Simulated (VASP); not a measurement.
Calculation: PBE GGA, VASP's PBE PAW potentials (set 64) (plane waves; VASP).

Input for VASP

**KPOINTS**
```
Automatic mesh
0
Gamma
10 10 10
0 0 0
```

**INCAR**
```
# general
SYSTEM  = BP
PREC    = Accurate
ENCUT   = 620   # plane-wave cut-off (eV)
LREAL   = .FALSE.
LASPH   = .TRUE.   # aspherical one-centre terms

# electronic loop
EDIFF   = 1E-6
NELM    = 100
ALGO    = Normal

# smearing
ISMEAR  = 0   # Gaussian
SIGMA   = 0.05

# functional
GGA     = PE   # PBE

# ions
IBRION  = 2   # conjugate gradients
NSW     = 40   # most ionic steps
ISIF    = 3   # ions, shape and volume
EDIFFG  = -0.02   # ionic stop
PSTRESS = 200   # kbar

# output
LWAVE   = .FALSE.
LCHARG  = .FALSE.
```

File POSCAR:
```
BP
1
    0.0000000000     2.2315416392     2.2315416392
    2.2315416392     0.0000000000     2.2315416392
    2.2315416392     2.2315416392     0.0000000000
B P
1 1
Direct
  0.0000000000   0.0000000000   0.0000000000
  0.2500000000   0.2500000000   0.2500000000
```

POTCAR, in this order: B P (PBE.64 set). Program: vasp_std.

What VASP printed:

### OSZICAR
```
       N       E                     dE             d eps       ncg     rms          rms(c)
DAV:   1     0.138572965179E+02    0.13857E+02   -0.45462E+03   752   0.104E+03
DAV:   2    -0.134078545243E+02   -0.27265E+02   -0.26147E+02  1176   0.123E+02
DAV:   3    -0.137125526456E+02   -0.30470E+00   -0.30470E+00   888   0.170E+01
DAV:   4    -0.137133949280E+02   -0.84228E-03   -0.84228E-03  1208   0.866E-01
DAV:   5    -0.137133954929E+02   -0.56487E-06   -0.56487E-06   920   0.163E-02    0.774E+00
DAV:   6    -0.130100318721E+02    0.70336E+00   -0.18136E+00   880   0.760E+00    0.420E+00
DAV:   7    -0.129026734437E+02    0.10736E+00   -0.31627E-01  1152   0.344E+00    0.137E+00
DAV:   8    -0.128940949531E+02    0.85785E-02   -0.29687E-02   792   0.122E+00    0.234E-01
DAV:   9    -0.128943973004E+02   -0.30235E-03   -0.46919E-04  1112   0.208E-01    0.139E-01
DAV:  10    -0.128945851859E+02   -0.18789E-03   -0.27171E-04   864   0.132E-01    0.263E-02
DAV:  11    -0.128945954153E+02   -0.10229E-04   -0.12357E-05  1072   0.314E-02    0.341E-02
DAV:  12    -0.128945961910E+02   -0.77577E-06   -0.29900E-06   792   0.117E-02
   1 F= -.10120226E+02 E0= -.10120226E+02  d E =-.101202E+02
       N       E                     dE             d eps       ncg     rms          rms(c)
DAV:   1    -0.126961496925E+02    0.19845E+00   -0.30776E+00   832   0.148E+01    0.240E+00
DAV:   2    -0.126293672897E+02    0.66782E-01   -0.11737E-01  1016   0.236E+00    0.127E+00
DAV:   3    -0.126088318492E+02    0.20535E-01   -0.45118E-02   824   0.124E+00    0.440E-01
DAV:   4    -0.126079426764E+02    0.88917E-03   -0.96898E-04   992   0.258E-01    0.317E-01
DAV:   5    -0.126076326545E+02    0.31002E-03   -0.54575E-04   920   0.168E-01    0.117E-01
DAV:   6    -0.126076335460E+02   -0.89147E-06   -0.18152E-05   896   0.353E-02    0.266E-02
DAV:   7    -0.126076346912E+02   -0.11452E-05   -0.18246E-06   736   0.956E-03    0.274E-03
DAV:   8    -0.126076344174E+02    0.27378E-06   -0.11369E-07   408   0.295E-03
   2 F= -.10103172E+02 E0= -.10103172E+02  d E =0.170545E-01
       N       E                     dE             d eps       ncg     rms          rms(c)
DAV:   1    -0.128294090397E+02   -0.22177E+00   -0.88979E-01   816   0.768E+00    0.124E+00
DAV:   2    -0.128092643468E+02    0.20145E-01   -0.38255E-02  1016   0.132E+00    0.677E-01
DAV:   3    -0.128033068941E+02    0.59575E-02   -0.13037E-02   856   0.661E-01    0.176E-01
DAV:   4    -0.128029597098E+02    0.34718E-03   -0.37626E-04   968   0.153E-01    0.133E-01
DAV:   5    -0.128028646030E+02    0.95107E-04   -0.12996E-04   936   0.819E-02    0.615E-02
DAV:   6    -0.128028619358E+02    0.26672E-05   -0.40697E-06   864   0.169E-02    0.101E-02
DAV:   7    -0.128028614390E+02    0.49679E-06   -0.53743E-07   416   0.489E-03
   3 F= -.10152845E+02 E0= -.10152845E+02  d E =-.326192E-01
```

OUTCAR:
```
------------------------ aborting loop because EDIFF is reached ----------------------------------------
  FORCE on cell =-STRESS in cart. coord.  units (eV):
  Direction    XX          YY          ZZ          XY          YZ          ZX
  --------------------------------------------------------------------------------------
  Total        2.6335723      2.6335723      2.6335723      0.0000000     -0.0000000      0.0000000
  in kB      198.7589669    198.7589669    198.7589669      0.0000000     -0.0000000      0.0000000
  external PRESSURE =      -1.2410331 kB  Pullay stress =     200.0000000 kB
  volume of cell :       21.23
      direct lattice vectors                 reciprocal lattice vectors
     0.000000000  2.197689675  2.197689675    -0.227511648  0.227511648  0.227511648
     2.197689675  0.000000000  2.197689675     0.227511648 -0.227511648  0.227511648
     2.197689675  2.197689675 -0.000000000     0.227511648  0.227511648 -0.227511648
  FREE ENERGIE OF THE ION-ELECTRON SYSTEM (eV)
  ---------------------------------------------------
  free  energy   TOTEN  =       -12.8028614390 eV

  energy  without entropy=      -12.8028614390  energy(sigma->0) =      -12.80286144
  enthalpy is  TOTEN    =       -10.1528453388 eV   P V=        2.6500161002

 reached required accuracy - stopping structural energy minimisation
```
(Selected blocks of OUTCAR.)

**CONTCAR**
```
BP
   1.00000000000000
     0.0000000000000000    2.1976896752012687    2.1976896752012687
     2.1976896752012687    0.0000000000000000    2.1976896752012687
     2.1976896752012687    2.1976896752012687   -0.0000000000000000
  B               P
     1     1
Direct
     0.0000000000000000    0.0000000000000000    0.0000000000000000
     0.2500000000000000    0.2500000000000000    0.2500000000000000
```

Energy and stress use the plane-wave basis of the starting cell.

The compound is BP in the zinc blende structure. This run relaxes it under an external pressure of 20 GPa. Symmetry was kept, so distortions that lower it aren't found.
